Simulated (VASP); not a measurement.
Crystal: Pt.

```
CELL_PARAMETERS angstrom
0.00000 1.96090 1.96090
1.96090 0.00000 1.96090
1.96090 1.96090 0.00000
ATOMIC_POSITIONS crystal
Pt 0.00000 0.00000 0.00000
```

```yaml
Program: VASP 6.6.1
Task: relaxation of cell and atoms
Functional: PBE
Potentials_or_basis: VASP PAW PBE potentials, release 64 (Pt)
Cutoff: 520 eV
k_mesh: 18 × 18 × 18
Occupations: gaussian, width 0.1 eV
Spin: no spin polarisation
```

At the start: pressure 9.5 GPa; volume 15.08 Å³/atom.

Problem. How do energy, volume and symmetry change on relaxing?

Solution. Over 17 steps the energy falls by 15.2 meV/atom and the volume is 15.61 Å³/atom (+3.5 %); space group Fm-3m (No. 225, to 0.05 Å).

The path:
```csv
step,energy change (eV),largest force (eV/Å),pressure (GPa),volume (Å³)
1,0.0000,0.0000,9.51,15.08
2,0.0771,0.0000,-17.63,17.12
3,-0.0152,0.0000,-0.27,15.63
4,-0.0152,0.0000,-0.03,15.62
5,-0.0152,0.0000,0.14,15.60
6,-0.0152,0.0000,0.16,15.60
7,-0.0152,0.0000,0.12,15.61
8,-0.0152,0.0000,0.12,15.61
9,-0.0152,0.0000,0.12,15.61
10,-0.0152,0.0000,0.12,15.61
11,-0.0152,0.0000,0.12,15.61
12,-0.0152,0.0000,0.13,15.61
13,-0.0152,0.0000,0.14,15.61
14,-0.0152,0.0000,0.08,15.61
15,-0.0152,0.0000,0.05,15.61
16,-0.0152,0.0000,-0.03,15.61
17,-0.0152,0.0000,0.00,15.61
```

Final structure:
```cif
data_structure
_symmetry_space_group_name_H-M 'P 1'
_symmetry_Int_Tables_number 1
_cell_length_a 2.8055
_cell_length_b 2.8055
_cell_length_c 2.8055
_cell_angle_alpha 60.000
_cell_angle_beta 60.000
_cell_angle_gamma 60.000
_cell_volume 15.61
loop_
_atom_site_label
_atom_site_type_symbol
_atom_site_fract_x
_atom_site_fract_y
_atom_site_fract_z
_atom_site_occupancy
Pt1 Pt 0.00000 0.00000 0.00000 1
```
